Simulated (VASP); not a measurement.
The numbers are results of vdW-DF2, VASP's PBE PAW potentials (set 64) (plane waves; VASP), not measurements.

VASP ran on this input.

**KPOINTS**
```
Automatic mesh
0
Gamma
  13 13 13
```

File POSCAR:
```
RuAl
1
    3.0569255172     0.0000000000     0.0000000000
    0.0000000000     3.0569255172     0.0000000000
    0.0000000000     0.0000000000     3.0569255172
Al Ru
1 1
Direct
  0.5000000000   0.5000000000   0.5000000000
  0.0000000000   0.0000000000   0.0000000000
```

**INCAR**
```
# general
SYSTEM   = RuAl
PREC     = Accurate
ENCUT    = 520
LREAL    = .FALSE.
LASPH    = .TRUE.

# electronic loop
EDIFF    = 1E-7
NELM     = 100
ALGO     = Normal
LMAXMIX  = 4

# smearing
ISMEAR   = -5

# functional
GGA      = ML
LUSE_VDW = .TRUE.
AGGAC    = 0.0
ZAB_VDW  = -1.8867

# ions
ISIF     = 2

# output
LWAVE    = .FALSE.
LCHARG   = .TRUE.
LORBIT   = 11
NEDOS    = 601
```

POTCAR, in this order: Al Ru_pv (PBE.64 set). Program: vasp_std.

What VASP printed:

**OSZICAR**
```
       N       E                     dE             d eps       ncg     rms          rms(c)
DAV:   1     0.120078785155E+03    0.12008E+03   -0.93257E+03  2024   0.131E+03
DAV:   2    -0.597968968176E+01   -0.12606E+03   -0.12176E+03  2204   0.347E+02
DAV:   3    -0.834701122280E+01   -0.23673E+01   -0.22988E+01  2388   0.482E+01
DAV:   4    -0.837436001722E+01   -0.27349E-01   -0.27311E-01  2348   0.525E+00
DAV:   5    -0.837506978136E+01   -0.70976E-03   -0.71011E-03  2620   0.698E-01    0.944E+00
DAV:   6    -0.801403376060E+01    0.36104E+00   -0.26090E+00  2116   0.183E+01    0.212E+00
DAV:   7    -0.795199496146E+01    0.62039E-01   -0.26133E-01  2128   0.598E+00    0.185E+00
DAV:   8    -0.794424288512E+01    0.77521E-02   -0.23422E-02  2180   0.174E+00    0.156E-01
DAV:   9    -0.794444224019E+01   -0.19936E-03   -0.42270E-04  2728   0.213E-01    0.948E-02
DAV:  10    -0.794450588753E+01   -0.63647E-04   -0.11714E-04  2128   0.144E-01    0.961E-03
DAV:  11    -0.794450571362E+01    0.17391E-06   -0.26392E-06  2832   0.186E-02    0.507E-03
DAV:  12    -0.794450544736E+01    0.26626E-06   -0.90474E-07  2120   0.124E-02    0.702E-04
DAV:  13    -0.794450556715E+01   -0.11980E-06   -0.17331E-08  1132   0.144E-03    0.339E-04
DAV:  14    -0.794450564024E+01   -0.73092E-07   -0.87651E-09  1060   0.109E-03
   1 F= -.79445056E+01 E0= -.79445056E+01  d E =0.000000E+00
```

### OUTCAR
```
------------------------ aborting loop because EDIFF is reached ----------------------------------------
  FORCE on cell =-STRESS in cart. coord.  units (eV):
  Direction    XX          YY          ZZ          XY          YZ          ZX
  --------------------------------------------------------------------------------------
  Total       -0.0145512     -0.0145512     -0.0145512      0.0000000      0.0000000     -0.0000000
  in kB       -0.8161236     -0.8161236     -0.8161236      0.0000000      0.0000000     -0.0000000
  external PRESSURE =      -0.8161236 kB  Pullay stress =       0.0000000 kB
  volume of cell :       28.57
      direct lattice vectors                 reciprocal lattice vectors
     3.056925517  0.000000000  0.000000000     0.327126060  0.000000000  0.000000000
     0.000000000  3.056925517  0.000000000     0.000000000  0.327126060  0.000000000
     0.000000000  0.000000000  3.056925517     0.000000000  0.000000000  0.327126060
 POSITION                                       TOTAL-FORCE (eV/Angst)
 -----------------------------------------------------------------------------------
      1.52846      1.52846      1.52846         0.000000      0.000000      0.000000
      0.00000      0.00000      0.00000         0.000000      0.000000      0.000000
 -----------------------------------------------------------------------------------
    total drift:                                0.000000      0.000000      0.000000
  FREE ENERGIE OF THE ION-ELECTRON SYSTEM (eV)
  ---------------------------------------------------
  free  energy   TOTEN  =        -7.9445056402 eV

  energy  without entropy=       -7.9445056402  energy(sigma->0) =       -7.94450564

 total charge

# of ion       s       p       d       tot
------------------------------------------
    1        0.377   0.388   0.000   0.765
    2        0.317   6.208   6.197  12.722
--------------------------------------------------
tot          0.695   6.596   6.197  13.487
```
(Selected blocks of OUTCAR.)

For a metal the tetrahedron method with Blöchl corrections gives inexact stress and forces.

The compound is RuAl in the CsCl type structure. It was relaxed first, which changed the volume by +7 %. The electron count is odd and the run is not spin-polarised, which forces a metal.
